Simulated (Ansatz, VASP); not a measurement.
# Cross-check of Si17O12 (amorphous SiO0.71) between VASP and Ansatz, part 3 of 3

Aim: how closely do two programs agree when they are given the same cell, functional and k mesh? Of the first pair: The structure shown is the start of the Ansatz relaxation below; VASP solves that cell, so the two are compared at the walk's first step.

VASP 6.6.1 and Ansatz 0.2.0.

So far. Step 3 (VASP: single point, PBE, start cell, pair 1): The run ends at a pressure of 0.08 GPa, with forces up to 1.5 eV/Å.

## 6. VASP: single point, PBE, relaxed cell, pair 2

Level of this step: PBE; plane waves and PAW (Si, O) (VASP).

The same cell, functional, mesh and smearing now go to VASP, with its own data sets.

INCAR reads:

```
SYSTEM = Si17O12
PREC = Accurate
ENCUT = 600
EDIFF = 1E-06
NELM = 120
ISMEAR = -1
SIGMA = 0.025
LREAL = Auto
ALGO = Normal
GGA = PE
NBANDS = 272
LORBIT = 11
LWAVE = .FALSE.
LCHARG = .FALSE.
ISIF = 2
LASPH = .TRUE.
GGA_COMPAT = .FALSE.
EFERMI = MIDGAP
NCORE = 2
```

POSCAR reads:

```
Si17O12
1.0
   11.4187240000     -0.3729890000      0.1081950000
   -0.3729890000     11.2884980000     -0.0123020000
    0.1081950000     -0.0123020000     11.2913080000
Si O
51 36
Direct
    0.2447700000      0.9311700000      0.9088200000
    0.9757600000      0.0572800000      0.1996100000
    0.5004600000      0.2044400000      0.1173600000
    0.9561900000      0.2464900000      0.8248300000
    0.3024800000      0.7458400000      0.0847200000
    0.4814800000      0.4502800000      0.7845500000
    0.7625800000      0.4808000000      0.2435900000
    0.2646700000      0.8577800000      0.6461100000
    0.6974600000      0.2792000000      0.3193800000
    0.6608200000      0.6332600000      0.3587600000
    0.1864500000      0.7624900000      0.2571500000
    0.0403400000      0.8722900000      0.8780800000
    0.6957900000      0.7761900000      0.7533900000
    0.8552100000      0.9222500000      0.4653500000
    0.6139200000      0.6060900000      0.9380000000
    0.6202100000      0.9286900000      0.1729000000
    0.1689600000      0.5272900000      0.9938900000
    0.4519000000      0.0311500000      0.2191400000
    0.3947300000      0.2563700000      0.7745400000
    0.9675000000      0.3967000000      0.4791700000
    0.2512900000      0.5680100000      0.3328500000
    0.8110600000      0.0875400000      0.3288200000
    0.2094600000      0.4410500000      0.1782500000
    0.3156300000      0.5864800000      0.6272800000
    0.5636200000      0.7230900000      0.1898600000
    0.5972200000      0.3051700000      0.5201000000
    0.7276100000      0.0041300000      0.9082300000
    0.1064600000      0.2718600000      0.1245500000
    0.0424200000      0.8479900000      0.6597300000
    0.7898100000      0.5292000000      0.9658600000
    0.7841600000      0.3576500000      0.8342700000
    0.4908600000      0.5348700000      0.4368600000
    0.0654200000      0.3196900000      0.6523500000
    0.2854500000      0.9469800000      0.3015700000
    0.9977400000      0.8456800000      0.2369900000
    0.6527400000      0.1870100000      0.8676300000
    0.0122200000      0.4724900000      0.1683400000
    0.1800500000      0.4670500000      0.5088800000
    0.6802900000      0.4358800000      0.6673900000
    0.9341200000      0.6630600000      0.6927900000
    0.5494700000      0.1624000000      0.6828000000
    0.6597600000      0.8113100000      0.4795000000
    0.3594200000      0.1025100000      0.4118900000
    0.0664900000      0.4491000000      0.8158600000
    0.8360900000      0.5375400000      0.5572100000
    0.2273800000      0.2564500000      0.5402000000
    0.8508400000      0.2724300000      0.6283000000
    0.9419300000      0.6977900000      0.0046300000
    0.9296700000      0.0425100000      0.9204700000
    0.2979600000      0.2085800000      0.9611200000
    0.4345100000      0.9583300000      0.5360900000
    0.9454800000      0.9253400000      0.5833300000
    0.0353400000      0.5846800000      0.0537400000
    0.6170800000      0.6660500000      0.0674000000
    0.9791000000      0.3383700000      0.1072000000
    0.5882200000      0.2720200000      0.2159400000
    0.3749300000      0.2603200000      0.0765000000
    0.2974500000      0.9256900000      0.7732000000
    0.0926800000      0.1543800000      0.2096300000
    0.5092000000      0.5001600000      0.9202900000
    0.5123500000      0.0227900000      0.6461100000
    0.9364500000      0.0790100000      0.0624500000
    0.6671900000      0.9528900000      0.0331400000
    0.9210600000      0.7673200000      0.1332300000
    0.3940600000      0.5459400000      0.3318300000
    0.2583700000      0.6455900000      0.9821600000
    0.4875200000      0.3927400000      0.4805200000
    0.3659200000      0.5208300000      0.7442900000
    0.4348000000      0.6142000000      0.5450400000
    0.7590900000      0.4631300000      0.0963700000
    0.3271600000      0.8600900000      0.9977800000
    0.1627200000      0.2501300000      0.9898900000
    0.4209500000      0.7174500000      0.1539800000
    0.5957100000      0.7039500000      0.8346500000
    0.2960900000      0.2512200000      0.6700900000
    0.2679400000      0.7130700000      0.6704400000
    0.5683400000      0.2070200000      0.9872100000
    0.9273800000      0.8398600000      0.3662200000
    0.7848300000      0.6069400000      0.4438900000
    0.0015200000      0.5763400000      0.7892800000
    0.8224300000      0.7171100000      0.7728800000
    0.9096400000      0.5167500000      0.2548400000
    0.6566800000      0.7635200000      0.6185400000
    0.7035700000      0.9137800000      0.7957100000
    0.5353100000      0.8815200000      0.4659100000
    0.7250700000      0.9789200000      0.2623900000
    0.2721100000      0.0656200000      0.9581100000
```

KPOINTS reads:

```
Automatic mesh
0
Gamma
1 1 1
0 0 0
```

PAW data sets: Si and O (PBE family, release 64).

Run with:

```console
$ mpirun -np 8 vasp_gam
```

Numbers of over 12 decimals in the logs are rounded to 6 here.

Output:

```text
[... set-up lines as in an earlier step ...]
 entering main loop
       N       E                     dE             d eps       ncg     rms          rms(c)
DAV:   1     0.348424490775E+04    0.34842E+04   -0.23734E+05   544   0.161E+03
DAV:   2    -0.223245499103E+03   -0.37075E+04   -0.35187E+04   672   0.326E+02
DAV:   3    -0.618289687505E+03   -0.39504E+03   -0.39021E+03   648   0.109E+02
DAV:   4    -0.628942481839E+03   -0.10653E+02   -0.10591E+02   640   0.193E+01
[...]
DAV:  16    -0.568116137281E+03   -0.30103E-04   -0.61323E-05   640   0.181E-02    0.107E-02
DAV:  17    -0.568116144526E+03   -0.72448E-05   -0.24492E-05   680   0.130E-02    0.744E-03
DAV:  18    -0.568116144869E+03   -0.34299E-06   -0.53808E-06   632   0.573E-03
   1 F= -.56811614E+03 E0= -.56811613E+03  d E =-.246686E-04
```

Parts of OUTCAR (step 6):

```text
  FREE ENERGIE OF THE ION-ELECTRON SYSTEM (eV)
  ---------------------------------------------------
  free  energy   TOTEN  =      -568.1161448685 eV

  energy  without entropy=     -568.1161201999  energy(sigma->0) =     -568.11613253
```

The run ends at a pressure of -0.04 GPa, with forces up to 0.076 eV/Å.

## 7. Side by side

What differs besides the data sets and the points named for the pairs above, as far as they apply: the cutoff is 420 eV in Ansatz and 600 eV in VASP (PREC = Accurate, projectors in real space). Total energies have different zeros and are not compared.

Both answers:

```
              quantity  Ansatz   VASP  difference
        pressure (GPa)    0.02  -0.04       +0.06
gap on the k mesh (eV)   0.537  0.539      -0.002
```

Forces on 7 of the 87 atoms, those with the largest forces and the largest differences (eV/Å; atoms numbered as in POSCAR):

```
atom         Ansatz x, y, z            VASP x, y, z
 Si2   0.003, -0.003, 0.006   -0.020, -0.037, 0.056
 Si6  0.013, -0.005, -0.003   0.012, -0.062, -0.027
Si17    0.001, 0.000, 0.005  -0.024, -0.065, -0.014
Si24   0.005, 0.001, -0.003   -0.057, -0.018, 0.006
Si32  0.000, -0.001, -0.004    0.057, 0.018, -0.033
Si37   0.002, -0.003, 0.004     0.067, 0.034, 0.011
Si50  -0.003, 0.001, -0.002    0.015, 0.008, -0.058
```

The forces differ by 20 meV/Å r.m.s., where the r.m.s. force is 0.006 eV/Å in Ansatz and 0.020 eV/Å in VASP: the atoms lie near their places of rest in Ansatz, so a percentage would say little (all taken over all components). A gap on the mesh is an upper bound, since the band edges may lie between its points.

## 8. Results

```json
{
 "r.m.s. force difference (single point, PBE, start cell, pair 1)": "5.7 % of the r.m.s. force",
 "r.m.s. force difference (single point, PBE, relaxed cell, pair 2)": "20 meV/Å"
}
```

The r.m.s. force difference is 5.7 % of the r.m.s. force (single point, PBE, start cell, pair 1), beyond the 3 % picked in this series as the mark of a large difference. What causes the difference of the single point, PBE, start cell, pair 1 pair stays open here. What causes the difference of the single point, PBE, relaxed cell, pair 2 pair stays open here. Such differences can come from data sets, numerical settings and the points named under the comparisons, not from the functional's error against experiment.

[Lines on the potential files, build, host, timing and source positions are cut from VASP's logs without a mark.]

[Logs are printed without paths, hosts, clocks, repeated set-up lines and the standing remarks that a program may print on its own settings, such as how far it seeks lower states.]

[Hosts, paths, dates, database ids (printed as entryN), source tags and the programs' standing remarks are cut or masked in the printed files.]
